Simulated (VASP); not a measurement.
```xyz
3
Lattice="2.0640 -3.5750 0.0000 2.0640 3.5750 0.0000 0.0000 0.0000 6.9999" Properties=species:S:1:pos:R:3 pbc="T T T"
Mg     0.0000     0.0000     6.9999
I      2.0640     1.1917     1.6678
I      2.0640    -1.1917     5.3321
```

Level of theory: PBEsol GGA with spin-orbit coupling, VASP's PBE PAW potentials (set 64) (plane waves; VASP). Numerical set-up: 400 eV cut-off, 6×6×3 Γ-centred mesh, Gaussian smearing of 0.050 eV, potentials Mg I.

Without a dispersion term in the relaxation, distances and binding between the weakly bound layers, chains or molecules are unreliable, and so is what depends on them.

Problem. What does the run give for the energy per atom (σ→0), band gap (over mesh and band path) with the smallest direct gap where there is one?

Solution. 
| Quantity | Result |
|---|---|
| band gap (over mesh and band path) | 3.17 eV |
| smallest direct gap (over mesh and band path) | 3.34 eV |
| energy per atom (σ→0) | -2.892 eV/atom |

The compound is MgI2 in the 1T layered structure. It was relaxed first.
